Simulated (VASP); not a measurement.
Consider the following.

```yaml
crystal:
  lattice:
    - [2.87253, 0.00000, 0.00000]
    - [0.00000, 2.82411, 0.00000]
    - [0.00000, 0.00000, 4.07704]
  atoms:
    - { symbol: Ti, position: [0.00000, 0.00000, 0.00000] }
    - { symbol: Al, position: [0.51492, 0.50000, 0.50000] }
```

Level of theory: PBE GGA + U (Dudarev), VASP's PBE PAW potentials (set 64) (plane waves; VASP). Settings: 400 eV cut-off, 11×12×8 Γ-centred mesh, first-order Methfessel-Paxton smearing of 0.10 eV, potentials Ti_sv Al, U − J: Ti 2.00 eV.

Task: Which forces act on the atoms, in eV/Å?

Result: 
```csv
atom,Fx,Fy,Fz
Ti1,0.188,0.000,0.000
Al2,-0.188,0.000,0.000
```

Task: Give the stress tensor in GPa (positive for a compressed cell).

Result: 
```
-2.32   0.00   0.00
 0.00   1.46   0.00
 0.00   0.00   0.69
```
The pressure is its mean diagonal, -0.05 GPa.

The compound is TiAl in the L1_0 structure. The cell was not relaxed at this level, atoms are displaced from their ideal sites. The run is one of a series of settings (LDAU = .TRUE., LDAUJ = 0 0, LDAUL = 2 -1, LDAUTYPE = 2, LDAUU = 2.0 0 against the base run), some of them coarse on purpose. The electron count is odd and the run is not spin-polarised, which forces a metal.
